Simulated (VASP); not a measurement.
Output of a VASP run:

**OUTCAR**
```
 ion  position               nearest neighbor table
   1  0.000  0.000  0.000-   2 2.51   3 2.51   2 2.51   3 2.51   3 2.51   3 2.51   2 2.51   2 2.51
                             3 2.51   3 2.51   2 2.51   2 2.51
   2  0.333  0.667  0.500-   3 1.81   3 1.81   3 1.81   1 2.51   1 2.51   1 2.51   1 2.51   1 2.51
                             1 2.51
   3  0.667  0.333  0.500-   2 1.81   2 1.81   2 1.81   1 2.51   1 2.51   1 2.51   1 2.51   1 2.51
                             1 2.51
  LATTYP: Found a hexagonal cell.
 ALAT       =     3.1320206124
 C/A-ratio  =     1.1117815838
 Subroutine PRICEL returns:
 Original cell was already a primitive cell.
 Subroutine GETGRP returns: Found 24 space group operations
The static configuration has the point symmetry D_6h.
The dynamic configuration has the point symmetry D_6h.
 Subroutine INISYM returns: Found 24 space group operations
 Subroutine IBZKPT returns following result:
 Found    126 irreducible k-points:

 Following reciprocal coordinates:
            Coordinates               Weight
  0.000000  0.000000  0.000000      1.000000
  0.076923  0.000000  0.000000      6.000000
  0.153846  0.000000  0.000000      6.000000
  0.230769  0.000000  0.000000      6.000000
  0.307692  0.000000  0.000000      6.000000
  0.384615  0.000000  0.000000      6.000000
  0.461538  0.000000  0.000000      6.000000
  0.076923  0.076923  0.000000      6.000000
  0.153846  0.076923  0.000000     12.000000
  0.230769  0.076923  0.000000     12.000000
  0.307692  0.076923  0.000000     12.000000
  0.384615  0.076923  0.000000     12.000000
  0.461538  0.076923  0.000000      6.000000
  0.153846  0.153846  0.000000      6.000000
  0.230769  0.153846  0.000000     12.000000
  0.307692  0.153846  0.000000     12.000000
  0.384615  0.153846  0.000000     12.000000
  0.230769  0.230769  0.000000      6.000000
  0.307692  0.230769  0.000000     12.000000
  0.384615  0.230769  0.000000      6.000000
  0.307692  0.307692  0.000000      6.000000
  0.000000  0.000000  0.100000      2.000000
  0.076923  0.000000  0.100000     12.000000
  0.153846  0.000000  0.100000     12.000000
  0.230769  0.000000  0.100000     12.000000
  0.307692  0.000000  0.100000     12.000000
  0.384615  0.000000  0.100000     12.000000
  0.461538  0.000000  0.100000     12.000000
  0.076923  0.076923  0.100000     12.000000
  0.153846  0.076923  0.100000     24.000000
  0.230769  0.076923  0.100000     24.000000
  0.307692  0.076923  0.100000     24.000000
  0.384615  0.076923  0.100000     24.000000
  0.461538  0.076923  0.100000     12.000000
  0.153846  0.153846  0.100000     12.000000
  0.230769  0.153846  0.100000     24.000000
  0.307692  0.153846  0.100000     24.000000
  0.384615  0.153846  0.100000     24.000000
  0.230769  0.230769  0.100000     12.000000
  0.307692  0.230769  0.100000     24.000000
   k-points           NKPTS =    126   k-points in BZ     NKDIM =    126   number of bands    NBANDS=     12
   number of dos      NEDOS =    601   number of ions     NIONS =      3
   total plane-waves  NPLWV =  16128
   dimension x,y,z NGX =    24 NGY =   24 NGZ =   28
   dimension x,y,z NGXF=    48 NGYF=   48 NGZF=   56
   ions per type =               1   2
   PREC   = accura    normal or accurate (medium, high low for compatibility)
   ISTART =      0    job   : 0-new  1-cont  2-samecut
   ICHARG =      2    charge: 1-file 2-atom 10-const
   ISPIN  =      1    spin polarized calculation?
   LNONCOLLINEAR =      F non collinear calculations
   LSORBIT =      F    spin-orbit coupling
   INIWAV =      1    electr: 0-lowe 1-rand  2-diag
   ENCUT  =  520.0 eV  38.22 Ry    6.18 a.u.   5.82  5.82  6.47*2*pi/ulx,y,z
   NELM   =    100;   NELMIN=  2; NELMDL= -5     # of ELM steps
   EDIFF  = 0.1E-06   stopping-criterion for ELM
   LREAL  =      F    real-space projection
   NLSPLINE    = F    spline interpolate recip. space projectors
   LMAXMIX     =    6 max onsite mixed and CHGCAR
...
```

**OSZICAR**
```
       N       E                     dE             d eps       ncg     rms          rms(c)
DAV:   1    -0.838457893915E+01   -0.83846E+01   -0.87803E+03  3024   0.131E+03
DAV:   2    -0.663718716894E+02   -0.57987E+02   -0.54699E+02  3732   0.252E+02
DAV:   3    -0.681608527027E+02   -0.17890E+01   -0.17675E+01  4036   0.337E+01
DAV:   4    -0.681761241096E+02   -0.15271E-01   -0.15433E-01  3644   0.338E+00
DAV:   5    -0.681762767215E+02   -0.15261E-03   -0.15758E-03  3952   0.289E-01    0.578E+01
DAV:   6    -0.630769267202E+02    0.50994E+01   -0.47897E+00  3728   0.177E+01    0.397E+01
DAV:   7    -0.628209932163E+02    0.25593E+00   -0.13477E+00  3880   0.112E+01    0.549E+00
DAV:   8    -0.630415266248E+02   -0.22053E+00   -0.79763E-01  3404   0.110E+01    0.632E+00
DAV:   9    -0.629984992768E+02    0.43027E-01   -0.64782E-01  3724   0.765E+00    0.571E+00
DAV:  10    -0.630747698804E+02   -0.76271E-01   -0.67755E-02  3576   0.217E+00    0.133E+00
DAV:  11    -0.630852604282E+02   -0.10491E-01   -0.33210E-02  3592   0.179E+00    0.705E-01
DAV:  12    -0.630875750285E+02   -0.23146E-02   -0.16471E-03  3636   0.396E-01    0.230E-01
DAV:  13    -0.630887007399E+02   -0.11257E-02   -0.11008E-03  3532   0.340E-01    0.526E-02
DAV:  14    -0.630886241741E+02    0.76566E-04   -0.24417E-04  3424   0.180E-01    0.129E-01
DAV:  15    -0.630887011757E+02   -0.77002E-04   -0.24518E-05  3576   0.500E-02    0.791E-02
DAV:  16    -0.630887292359E+02   -0.28060E-04   -0.32782E-05  3556   0.568E-02    0.404E-03
DAV:  17    -0.630887286745E+02    0.56146E-06   -0.17197E-06  3792   0.129E-02    0.215E-03
DAV:  18    -0.630887291258E+02   -0.45128E-06   -0.56108E-08  2096   0.241E-03    0.129E-03
DAV:  19    -0.630887288010E+02    0.32480E-06   -0.10439E-07  2000   0.379E-03    0.104E-03
DAV:  20    -0.630887288708E+02   -0.69856E-07   -0.71985E-09  1804   0.109E-03
   1 F= -.63088729E+02 E0= -.63088729E+02  d E =0.000000E+00
       N       E                     dE             ncg
```

**OUTCAR**
```
------------------------ aborting loop because EDIFF is reached ----------------------------------------
  FORCE on cell =-STRESS in cart. coord.  units (eV):
  Direction    XX          YY          ZZ          XY          YZ          ZX
  --------------------------------------------------------------------------------------
  Total        0.0355956      0.0355956     -0.0926678      0.0000000      0.0000000     -0.0000000
  in kB        1.9278911      1.9278915     -5.0189790      0.0000000      0.0000000     -0.0000000
  external PRESSURE =      -0.3877321 kB  Pullay stress =       0.0000000 kB
  volume of cell :       29.58
      direct lattice vectors                 reciprocal lattice vectors
     1.566010206 -2.712409473  0.000000000     0.319282721 -0.184337949  0.000000000
     1.566010206  2.712409473  0.000000000     0.319282721  0.184337949  0.000000000
     0.000000000  0.000000000  3.482122837     0.000000000  0.000000000  0.287181138
 POSITION                                       TOTAL-FORCE (eV/Angst)
 -----------------------------------------------------------------------------------
      0.00000      0.00000      0.00000        -0.000000     -0.000000     -0.000000
      1.56601      0.90414      1.74106         0.000000     -0.000000     -0.000000
      1.56601     -0.90414      1.74106         0.000000      0.000000      0.000000
 -----------------------------------------------------------------------------------
    total drift:                                0.000000     -0.000000      0.000000
  FREE ENERGIE OF THE ION-ELECTRON SYSTEM (eV)
  ---------------------------------------------------
  free  energy   TOTEN  =       -63.0887288708 eV

  energy  without entropy=      -63.0887288708  energy(sigma->0) =      -63.08872887

 total charge

# of ion       s       p       d       tot
------------------------------------------
    1        0.302   6.596   1.827   8.725
    2        0.679   1.279   0.000   1.958
    3        0.679   1.279   0.000   1.958
--------------------------------------------------
tot          1.660   9.153   1.827  12.640

 Electric field gradients after diagonalization (V/A^2)
 (convention: |V_zz| > |V_xx| > |V_yy|)
----------------------------------------------------------------------
 ion       V_xx      V_yy      V_zz     asymmetry (V_yy - V_xx)/ V_zz
----------------------------------------------------------------------
   1     -38.224   -38.219    76.442       0.000
   2      -0.899    -0.899     1.797       0.000
   3      -0.899    -0.899     1.797       0.000
```
(Selected blocks of OUTCAR.)

File POSCAR:
```
HfB2
1
    1.5660102064    -2.7124094731    -0.0000000000
    1.5660102064     2.7124094731     0.0000000000
    0.0000000000     0.0000000000     3.4821228369
Hf B
1 2
Direct
  0.0000000000   0.0000000000   0.0000000000
  0.3333330000   0.6666670000   0.5000000000
  0.6666670000   0.3333330000   0.5000000000
```

Problem. Reconstruct the remaining input files.

Solution. One answer among several that fit: the input of the run itself, r2SCAN meta-GGA, plane waves, VASP's PBE PAW potentials (set 64).

File KPOINTS_OPT:
```
k-points along high-symmetry lines
6
Line-mode
Reciprocal
  0.000000   0.000000   0.000000 ! GAMMA
 -0.000000   0.500000   0.000000 ! M

 -0.000000   0.500000   0.000000 ! M
 -0.333333   0.666667   0.000000 ! K

 -0.333333   0.666667   0.000000 ! K
  0.000000   0.000000   0.000000 ! GAMMA

  0.000000   0.000000   0.000000 ! GAMMA
  0.000000   0.000000   0.500000 ! A

  0.000000   0.000000   0.500000 ! A
 -0.000000   0.500000   0.500000 ! L

 -0.000000   0.500000   0.500000 ! L
 -0.333333   0.666667   0.500000 ! H

 -0.333333   0.666667   0.500000 ! H
  0.000000   0.000000   0.500000 ! A

 -0.000000   0.500000   0.500000 ! L
 -0.000000   0.500000   0.000000 ! M

 -0.333333   0.666667   0.500000 ! H
 -0.333333   0.666667   0.000000 ! K
```

**KPOINTS**
```
Automatic mesh
0
Gamma
13 13 10
0 0 0
```

INCAR:
```
SYSTEM = HfB2
PREC = Accurate; ENCUT = 520; LREAL = .FALSE.
LASPH = .TRUE.
EDIFF = 1E-7; NELM = 100; ALGO = Normal
LMAXMIX = 6; LMIXTAU = .TRUE.
ISMEAR = -5
METAGGA = R2SCAN
ISIF = 2
LWAVE = .FALSE.; LCHARG = .FALSE.; LORBIT = 11
NEDOS = 601
LEFG = .TRUE.
```

POTCAR, in this order: Hf_pv B (PBE.64 set). Program: vasp_std.

For a metal the tetrahedron method with Blöchl corrections gives inexact stress and forces.

The compound is HfB2 in the AlB2 type structure. It was relaxed first.
